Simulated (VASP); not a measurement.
Given:

```yaml
crystal:
  lattice:
    - [2.94869, 0.00000, 0.00000]
    - [0.00000, 2.94869, 0.00000]
    - [0.00000, 0.00000, 2.94869]
  atoms:
    - { symbol: Ti, position: [0.00000, 0.00000, 0.00000] }
    - { symbol: Co, position: [0.50000, 0.50000, 0.50000] }
```

Level of theory: rev-vdW-DF2, VASP's PBE PAW potentials (set 64) (plane waves; VASP). Settings: 520 eV cut-off, Gaussian smearing of 0.050 eV, potentials Ti_sv Co.

Predict the band gap (along the path) with the smallest direct gap where there is one.

```
Quantity                                                     Result
-------------------------  ----------------------------------------
band gap (along the path)  none (metal, semimetal or under 0.01 eV)
```

Total energies compare only between runs with the same potentials, cut-off and functional.

The compound is TiCo in the CsCl type structure. It was relaxed first. The run is not spin-polarised, so no magnetic state was tried. The electron count is odd and the run is not spin-polarised, which forces a metal.
